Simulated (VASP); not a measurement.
**CdSe (zinc blende): computed properties**

All values below come from PBEsol GGA, VASP's PBE PAW potentials (set 64) (plane waves; VASP).

For CdSe, the space group is F-43m (216) and the cell is a = b = c = 6.0794 Å, α = β = γ = 90.00°. The volume per atom is 28.09 Å³/atom. The band gap (over mesh and band path) comes out as 0.48 eV and the smallest direct gap (over mesh and band path) is 0.48 eV. The band-edge character without spin-orbit coupling is direct, Γ to Γ, the band gap with spin-orbit coupling is 0.36 eV and the density is 5.66 g/cm³.

```yaml
crystal:
  lattice:
    - [0.00000, 3.03969, 3.03969]
    - [3.03969, 0.00000, 3.03969]
    - [3.03969, 3.03969, 0.00000]
  atoms:
    - { symbol: Cd, position: [0.00000, 0.00000, 0.00000] }
    - { symbol: Se, position: [0.25000, 0.25000, 0.25000] }
```

Measured: a 6.077 Å (computed value off by +0.0 %), as given by arXiv:1206.3780. The calculation is for a static lattice, while the measured a holds thermal and zero-point effects, which are part of the difference.

The compound is CdSe in the zinc blende structure, whereas wurtzite is the usual form. It was relaxed first. Symmetry was kept, so distortions that lower it aren't found.
